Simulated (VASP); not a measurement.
# Mg6SnMo (Amm2) in VASP: notebook

One crystal, Mg6SnMo, is run at these levels: optPBE-vdW, BEEF-vdW, BLYP+D3; tasks: band structure, electric field gradients.

Program: VASP 6.6.1. These are calculated values, not measurements. Logs are shortened: lines on timing, memory, paths and dates and some standing lists are left out, and cuts for length are marked.

## 1. The crystal as given

The structure is orthorhombic, space group Amm2 (No. 38). Conventional cell: a = 4.956 Å, b = 6.262 Å, c = 10.654 Å, α = 90.00°, β = 90.00°, γ = 90.00°. Sn (site symmetry mm2) is surrounded by 10 Mg at 2.95 to 3.23 Å and 2 Mo at 3.00 Å. Around Mo (site symmetry mm2) lie 2 Sn at 3.00 Å and 10 Mg at 3.02 to 3.13 Å. Around Mg (site symmetry mm2) lie 10 Mg at 3.06 to 3.10 Å and 2 Mo at 3.13 Å. Mg (site symmetry m) has 2 Mo at 3.05 to 3.13 Å and 8 Mg at 3.05 to 3.19 Å and 2 Sn at 3.11 Å as nearest neighbours. Mg (site symmetry mm2) has 10 Mg at 3.05 to 3.10 Å and 2 Sn at 3.13 Å as nearest neighbours. Mg (site symmetry m) is surrounded by 2 Sn at 2.95 to 3.23 Å and 8 Mg at 2.99 to 3.27 Å and 2 Mo at 3.02 Å.

The cell comes from a database or a generator and needn't be the stable form of this composition.

## 2. Band structure, optPBE-vdW

POSCAR reads:

```
Mg6SnMo
1.0
    4.9563570000      0.0000000000      0.0000000000
    0.0000000000      3.1307925000      5.3272295000
    0.0000000000     -3.1307925000      5.3272295000
Sn Mo Mg
1 1 6
Direct
    0.0000000000      0.8248630000      0.8248630000
    0.5000000000      0.6661460000      0.6661460000
    0.5000000000      0.1657720000      0.1657720000
    0.5000000000      0.6640040000      0.1735300000
    0.5000000000      0.1735300000      0.6640040000
    0.0000000000      0.3337240000      0.3337240000
    0.0000000000      0.8249170000      0.3470450000
    0.0000000000      0.3470450000      0.8249170000
```

INCAR.step1 reads:

```
PREC = Low ; ENCUT = 550
EDIFF = 1E-6 ; ISMEAR = 1
SIGMA = 0.1 ; LREAL = False
LASPH = True ; NELM = 80
ALGO = Fast ; ISIF = 2
LWAVE = False ; LCHARG = True
LMAXMIX = 4 ; GGA = OR
LUSE_VDW = True ; AGGAC = 0.0
NELECT = 41.0
```

KPOINTS.step1 reads:

```
Automatic mesh
0
Gamma
  6 5 5
```

INCAR.step2 reads:

```
PREC = Low ; ENCUT = 550
EDIFF = 1E-6 ; ISMEAR = 0
SIGMA = 0.05 ; LREAL = False
LASPH = True ; NELM = 80
ALGO = Fast ; ISIF = 2
LWAVE = False ; LCHARG = False
LMAXMIX = 4 ; GGA = OR
LUSE_VDW = True ; AGGAC = 0.0
NELECT = 41.0 ; ICHARG = 11
```

KPOINTS.step2 reads:

```
path GXSRAZGYX1A1TY,ZT
10
line-mode
reciprocal
 0.0000000000  0.0000000000  0.0000000000  G
 0.0000000000  0.3363467040 -0.3363467040  X

 0.0000000000  0.3363467040 -0.3363467040  X
 0.0000000000  0.0000000000 -0.5000000000  S

 0.0000000000  0.0000000000 -0.5000000000  S
-0.5000000000  0.0000000000 -0.5000000000  R

-0.5000000000  0.0000000000 -0.5000000000  R
-0.5000000000  0.3363467040 -0.3363467040  A

-0.5000000000  0.3363467040 -0.3363467040  A
-0.5000000000  0.0000000000  0.0000000000  Z

-0.5000000000  0.0000000000  0.0000000000  Z
 0.0000000000  0.0000000000  0.0000000000  G

 0.0000000000  0.0000000000  0.0000000000  G
 0.0000000000 -0.5000000000 -0.5000000000  Y

 0.0000000000 -0.5000000000 -0.5000000000  Y
 0.0000000000 -0.3363467040 -0.6636532960  X1

 0.0000000000 -0.3363467040 -0.6636532960  X1
-0.5000000000 -0.3363467040 -0.6636532960  A1

-0.5000000000 -0.3363467040 -0.6636532960  A1
-0.5000000000 -0.5000000000 -0.5000000000  T

-0.5000000000 -0.5000000000 -0.5000000000  T
 0.0000000000 -0.5000000000 -0.5000000000  Y

-0.5000000000  0.0000000000  0.0000000000  Z
-0.5000000000 -0.5000000000 -0.5000000000  T
```

Potentials or basis: VASP PAW PBE potentials, release 64 (Sn_d_GW, Mo_sv_GW, Mg_GW).

Started as:

```sh
cat potpaw_PBE.64/Sn_d_GW/POTCAR potpaw_PBE.64/Mo_sv_GW/POTCAR potpaw_PBE.64/Mg_GW/POTCAR > POTCAR
cp INCAR.step1 INCAR
cp KPOINTS.step1 KPOINTS
mpirun -np 1 vasp_std > vasp.out
cp INCAR.step2 INCAR
cp KPOINTS.step2 KPOINTS
mpirun -np 1 vasp_std > vasp.out
```

OUTCAR:

```text
PREC = Low
   ENCUT = 550
   EDIFF = 1E-6
   ISMEAR = 0
   LREAL = False
   LASPH = True
   NELM = 80
   ISIF = 2
   GGA = OR
   NELECT = 41.0
   ICHARG = 11

 ion  position               nearest neighbor table
   1  0.000  0.825  0.825-
   2  0.500  0.666  0.666-
   3  0.500  0.166  0.166-
   4  0.500  0.664  0.174-
   5  0.500  0.174  0.664-
   6  0.000  0.334  0.334-
   7  0.000  0.825  0.347-
   8  0.000  0.347  0.825-

  LATTYP: Found a base centered orthorhombic cell.
 ALAT       =     6.2615850000
 B/A-ratio  =     1.7015594294
 C/A-ratio  =     0.7915499031

  Lattice vectors:

 A1 = (   0.0000000000,   3.1307925000,  -5.3272295000)
 A2 = (   0.0000000000,   3.1307925000,   5.3272295000)
 A3 = (   4.9563570000,   0.0000000000,   0.0000000000)

Analysis of symmetry for initial positions (statically):
=====================================================================
 Subroutine PRICEL returns:
 Original cell was already a primitive cell.

 Routine SETGRP: Setting up the symmetry group for a
 base centered orthorhombic supercell.

 Subroutine GETGRP returns: Found  4 space group operations
 (whereof  4 operations were pure point group operations)
 out of a pool of  8 trial point group operations.

The static configuration has the point symmetry C_2v.

Analysis of symmetry for dynamics (positions and initial velocities):
=====================================================================
 Subroutine PRICEL returns:
 Original cell was already a primitive cell.

 Routine SETGRP: Setting up the symmetry group for a
 base centered orthorhombic supercell.

 Subroutine GETGRP returns: Found  4 space group operations
 (whereof  4 operations were pure point group operations)
 out of a pool of  8 trial point group operations.

The dynamic configuration has the point symmetry C_2v.

 Subroutine INISYM returns: Found  4 space group operations
 (whereof  4 operations are pure point group operations),
 and found     1 'primitive' translations

----------------------------------------------------------------------------------------

                                     Primitive cell

  volume of cell :     165.3287

  direct lattice vectors                    reciprocal lattice vectors
     4.956357000  0.000000000  0.000000000     0.201761092  0.000000000  0.000000000
     0.000000000  3.130792500  5.327229500     0.000000000  0.159703973  0.093857417
     0.000000000 -3.130792500  5.327229500     0.000000000 -0.159703973  0.093857417

  length of vectors
     4.956357000  6.179096683  6.179096683     0.201761092  0.185241933  0.185241933

  position of ions in fractional coordinates (direct lattice)
     0.000000000  0.824863000  0.824863000
     0.500000000  0.666146000  0.666146000
     0.500000000  0.165772000  0.165772000
     0.500000000  0.664004000  0.173530000
     0.500000000  0.173530000  0.664004000
     0.000000000  0.333724000  0.333724000
     0.000000000  0.824917000  0.347045000
     0.000000000  0.347045000  0.824917000

  ion indices of the primitive-cell ions
   primitive index   ion index
                 1           1
                 2           2
                 3           3
                 4           4
                 5           5
                 6           6
                 7           7
                 8           8

----------------------------------------------------------------------------------------

 KPOINTS: path GXSRAZGYX1A1TY,ZT

Interpolating k-points between supplied coordinates.

 Line segments in fractional coordinates (reciprocal lattice):
    0.000000  0.000000  0.000000  ...  0.000000  0.336347 -0.336347
    0.000000  0.336347 -0.336347  ...  0.000000  0.000000 -0.500000
    0.000000  0.000000 -0.500000  ... -0.500000  0.000000 -0.500000
   -0.500000  0.000000 -0.500000  ... -0.500000  0.336347 -0.336347
   -0.500000  0.336347 -0.336347  ... -0.500000  0.000000  0.000000
   -0.500000  0.000000  0.000000  ...  0.000000  0.000000  0.000000
    0.000000  0.000000  0.000000  ...  0.000000 -0.500000 -0.500000
    0.000000 -0.500000 -0.500000  ...  0.000000 -0.336347 -0.663653
    0.000000 -0.336347 -0.663653  ... -0.500000 -0.336347 -0.663653
   -0.500000 -0.336347 -0.663653  ... -0.500000 -0.500000 -0.500000
   -0.500000 -0.500000 -0.500000  ...  0.000000 -0.500000 -0.500000
   -0.500000  0.000000  0.000000  ... -0.500000 -0.500000 -0.500000

 Generated    10 points on each line segment, for a total of    120 k-points:

 Following reciprocal coordinates:
            Coordinates               Weight
  0.000000  0.000000  0.000000      0.008333
  0.000000  0.037372 -0.037372      0.008333
  0.000000  0.074744 -0.074744      0.008333
  0.000000  0.112116 -0.112116      0.008333
  0.000000  0.149487 -0.149487      0.008333
  0.000000  0.186859 -0.186859      0.008333
[... 16 lines left out ...]
 -0.111111  0.000000 -0.500000      0.008333
 -0.166667  0.000000 -0.500000      0.008333
 [... further k-points ...]
   k-points           NKPTS =    120   k-points in BZ     NKDIM =    120   number of bands    NBANDS=     25
   number of dos      NEDOS =    301   number of ions     NIONS =      8
   total plane-waves  NPLWV =  36288
   dimension x,y,z NGX =    28 NGY =   36 NGZ =   36
   dimension x,y,z NGXF=    40 NGYF=   48 NGZF=   48
   ions per type =               1   1   6
   NGX,Y,Z   is equivalent  to a cutoff of   9.39,  9.69,  9.69 a.u.
   NGXF,Y,Z  is equivalent  to a cutoff of  13.42, 12.91, 12.91 a.u.
 SYSTEM =  unknown system
   PREC   = low       normal or accurate (medium, high low for compatibility)
   ISTART =      0    job   : 0-new  1-cont  2-samecut
   ICHARG =     11    charge: 1-file 2-atom 10-const
   ISPIN  =      1    spin polarized calculation?
   LNONCOLLINEAR =      F non collinear calculations
   LSORBIT =      F    spin-orbit coupling
   LASPH  =      T    aspherical Exc in radial PAW
   ENCUT  =  550.0 eV  40.42 Ry    6.36 a.u.   9.48 11.82 11.82*2*pi/ulx,y,z
   NELM   =     80;   NELMIN=  2; NELMDL=  0     # of ELM steps
   EDIFF  = 0.1E-05   stopping-criterion for ELM
   LREAL  =      F    real-space projection
   EDIFFG = 0.1E-04   stopping-criterion for IOM
   NSW    =      0    number of steps for IOM
   IBRION =     -1    ionic relax: 0-MD 1-quasi-New 2-CG
   NFREE  =      0    steps in history (QN), initial steepest desc. (CG)
   ISIF   =      2    stress and relaxation
   ISYM   =      2    0-nonsym 1-usesym 2-fastsym
   POTIM  = 0.5000    time-step for ionic-motion
   TEBEG  =    0.0;   TEEND  =   0.0 temperature during run
   PSTRESS=    0.0 pullay stress
   NELECT =      41.0000    total number of electrons
   NUPDOWN=      -1.0000    fix difference up-down
   EMIN   =  10.00;   EMAX   =-10.00  energy-range for DOS
   EFERMI =   0.00;   METHOD = LEGACY
   ISMEAR =     0;   SIGMA  =   0.05  broadening in eV -4-tet -1-fermi 0-gaus
   EFERMI_NEDOS =   21; number of points for ismear=-14 and -15
   IALGO  =     68    algorithm
   IMIX   =      4    mixing-type and parameters
     AMIX     =   0.40;   BMIX     =  1.00
     AMIX_MAG =   1.60;   BMIX_MAG =  1.00
  volume/ion in A,a.u.               =      20.67       139.46
  Fermi-wavevector in a.u.,A,eV,Ry     =   1.028537  1.943654 14.393452  1.057889
  Thomas-Fermi vector in A             =   2.162539
   LORBIT       =      0    0 simple, 1 ext, 2 COOP (PROOUT), +10 PAW based schemes
   GGA     = OR    functional components
   LHFCALC =     F    Hartree Fock is set to
   AEXX    =    0.0000 exact exchange contribution
   IVDW_NL    =     1    kernel type
   BPARAM     = 6.3000
   IVDW    =     0    specifies the selected vdW correction
   LEPSILON=     F    determine dielectric tensor
   LRPA    =     F    only Hartree local field effects (RPA)
 non-spin polarized calculation
 RMM-DIIS sequential band-by-band and
 Gauss-broadening in eV      SIGMA  =   0.05
  energy-cutoff  :      550.00
  volume of cell :      165.33
 maximum number of plane-waves:      4880

 number of electron      40.9999960 magnetization

 Free energy of the ion-electron system (eV)
  ---------------------------------------------------
  ext. energy  EPLUGINS =         0.00000000
  ---------------------------------------------------
  free energy    TOTEN  =        -2.44101788 eV

  energy without entropy =       -2.43564254  energy(sigma->0) =       -2.43833021

 E-fermi :   4.3751     XC(G=0):  -9.6802

 val. band max:        4.3723596110   @ k =  -0.4444   0.0000  -0.5000
 cond. band min:       4.3758584814   @ k =  -0.5000  -0.4454  -0.5546
 fundamental gap:      0.0034988704
 Fermi energy:         4.3750537468

 k-point     1 :       0.0000    0.0000    0.0000
  band No.  band energies     occupation
      1     -55.9036      2.00000
      2     -30.0352      2.00000
      3     -30.0126      2.00000
      4     -29.9291      2.00000
      5     -16.9078      2.00000
      6     -16.9056      2.00000
[... 17 lines left out ...]
     24       6.7352      0.00000
     25       7.2960      0.00000

 k-point     2 :       0.0000    0.0374   -0.0374
  band No.  band energies     occupation
      1     -55.9036      2.00000
      2     -30.0352      2.00000
      3     -30.0128      2.00000
      4     -29.9293      2.00000
      5     -16.9078      2.00000
      6     -16.9056      2.00000
[... 17 lines left out ...]
     24       6.6202      0.00000
     25       7.1041      0.00000

 k-point     3 :       0.0000    0.0747   -0.0747
  band No.  band energies     occupation
      1     -55.9036      2.00000
      2     -30.0353      2.00000
      3     -30.0128      2.00000
      4     -29.9293      2.00000
      5     -16.9077      2.00000
      6     -16.9056      2.00000
[... 17 lines left out ...]
     24       6.4077      0.00000
     25       7.5643      0.00000

 k-point     4 :       0.0000    0.1121   -0.1121
  band No.  band energies     occupation
      1     -55.9036      2.00000
      2     -30.0353      2.00000
      3     -30.0128      2.00000
      4     -29.9293      2.00000
      5     -16.9076      2.00000
      6     -16.9056      2.00000
[... 17 lines left out ...]
     24       6.1081      0.00000
     25       6.5680      0.00000
[... 477 lines left out ...]
 k-point    22 :      -0.0556    0.0000   -0.5000
  band No.  band energies     occupation
      1     -55.9036      2.00000
      2     -30.0353      2.00000
      3     -30.0130      2.00000
      4     -29.9293      2.00000
      5     -16.9073      2.00000
      6     -16.9054      2.00000
[... 17 lines left out ...]
     24       6.2543      0.00000
     25       6.6328      0.00000

 k-point    23 :      -0.1111    0.0000   -0.5000
  band No.  band energies     occupation
      1     -55.9036      2.00000
      2     -30.0353      2.00000
      3     -30.0130      2.00000
      4     -29.9295      2.00000
      5     -16.9072      2.00000
      6     -16.9054      2.00000
[... 17 lines left out ...]
     24       6.1400      0.00000
     25       6.1832      0.00000

 k-point    24 :      -0.1667    0.0000   -0.5000
  band No.  band energies     occupation
      1     -55.9036      2.00000
      2     -30.0352      2.00000
      3     -30.0129      2.00000
      4     -29.9296      2.00000
      5     -16.9071      2.00000
      6     -16.9054      2.00000
[... 17 lines left out ...]
     24       6.0143      0.00000
     25       6.3386      0.00000

 [... further k-points ...]

------------------------ aborting loop because EDIFF is reached ----------------------------------------

  FORCE on cell =-STRESS in cart. coord.  units (eV):
  Direction    XX          YY          ZZ          XY          YZ          ZX
  --------------------------------------------------------------------------------------
  -------------------------------------------------------------------------------------
  Total        8.6081506      6.4892289      3.5049735      0.0000000      0.0000000      0.0000000
  in kB       83.4203817     62.8862082     33.9662074      0.0000000      0.0000000      0.0000000
  external PRESSURE =      60.0909325 kB  Pullay stress =       0.0000000 kB

 VOLUME and BASIS-vectors are now :
 -----------------------------------------------------------------------------
  energy-cutoff  :      550.00
  volume of cell :      165.33
      direct lattice vectors                 reciprocal lattice vectors
     4.956357000  0.000000000  0.000000000     0.201761092  0.000000000  0.000000000
     0.000000000  3.130792500  5.327229500     0.000000000  0.159703973  0.093857417
     0.000000000 -3.130792500  5.327229500     0.000000000 -0.159703973  0.093857417

 POSITION                                       TOTAL-FORCE (eV/Angst)
 -----------------------------------------------------------------------------------
      0.00000      0.00000      8.78847         0.000000      0.000000     -0.149427
      2.47818      0.00000      7.09743         0.000000      0.000000      0.070613
      2.47818      0.00000      1.76621         0.000000      0.000000     -0.016888
      2.47818      1.53557      4.46174         0.000000      0.050554     -0.013890
      2.47818     -1.53557      4.46174         0.000000     -0.050554     -0.013890
      0.00000      0.00000      3.55565         0.000000      0.000000     -0.006608
      0.00000      1.49612      6.24331         0.000000     -0.151449      0.065045
      0.00000     -1.49612      6.24331         0.000000      0.151449      0.065045
 -----------------------------------------------------------------------------------
    total drift:                               -0.000000     -0.000000     -0.011559

  FREE ENERGIE OF THE ION-ELECTRON SYSTEM (eV)
  ---------------------------------------------------
  free  energy   TOTEN  =        -2.4410178807 eV

  energy  without entropy=       -2.4356425402  energy(sigma->0) =       -2.43833021

Total vdW correction in eV:      9.7211615
```

It took 38 min on 1 thread of Intel Xeon Platinum 8259CL at 2.50GHz (Skylake/Cascade Lake), shared host; peak memory 0.9 GiB.

The run converged, but some of its settings lie outside the range that counts as converged, so its numbers aren't taken as properties of the crystal.

What came out:

* Band gap along the path: none (metal or under the smearing width)

Caveat: the cell is charged against a uniform background, so pressure and absolute levels hang on convention; the log is that of the step along the path at fixed density, whose energy, stress, charges and moments have no meaning; the PAW data sets were made with another functional, which shifts forces and pressure a little; spin-orbit coupling is left out, which moves the levels of the heavy elements.

(Continued in part 2 of 2.)
